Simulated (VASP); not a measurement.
# PtS2: relaxation of cell and atoms with PBE+D3(BJ)

PtS2:

```
CELL_PARAMETERS angstrom
3.57860 0.00000 0.00000
-1.78930 3.09915 0.00000
0.00000 0.00000 4.68068
ATOMIC_POSITIONS crystal
Pt 0.00000 0.00000 0.00000
S 0.33333 0.66667 0.25757
S 0.66667 0.33333 0.74243
```

* Program: VASP 6.6.1
* Task: relaxation of cell and atoms
* Functional: PBE
* Dispersion: D3(BJ)
* Potentials or basis: VASP PAW PBE potentials, release 64 (Pt, S)
* Cutoff: 600 eV
* k mesh: 9 × 9 × 5
* Occupations: gaussian, width 0.03 eV
* Spin: no spin polarisation
* Further INCAR settings: ALGO = Normal; EDIFF = 1e-07; IBRION = 2; EDIFFG = -0.005; NSW = 90; ISIF = 3

| Item | Value |
| --- | --- |
| Pressure after relaxing | 0.0 GPa |
| Largest force after relaxing | 0.003 eV/Å |
| Band gap on the k mesh | 0.17 eV, indirect (least direct gap 0.94 eV) |
| Dispersion energy per atom | -0.451 eV |

Forces on the atoms (eV/Å):
```
Pt   0.000  0.000  0.000
S    0.000  0.000  0.003
S    0.000  0.000 -0.003
```

Final structure:
```
Pt S
1.0
     3.57860    0.00000    0.00000
    -1.78930    3.09915    0.00000
     0.00000    0.00000    4.68068
Pt S
1 2
Direct
  0.00000 0.00000 0.00000
  0.33333 0.66667 0.25757
  0.66667 0.33333 0.74243
```

Levels at points of the mesh, in eV from the valence-band top:
| k point | band 9 | band 10 | band 11 | band 12 | band 13 | band 14 |
| --- | --- | --- | --- | --- | --- | --- |
| (0.00, 0.00, 0.00) | -1.62 | -1.62 | 0.00 | 1.18 | 1.18 | 3.63 |

Run time: 15 s on 2 MPI ranks on Intel(R) Xeon(R) 6975P-C (Granite Rapids), with other jobs on the host, peak memory 0.2 GiB a rank.

Caveat: the relaxation stopped at its first step, so nothing moved; spin-orbit coupling is left out, which moves the levels of the heavy elements; an odd mesh through Γ misses points on the zone boundary, where band edges often lie.
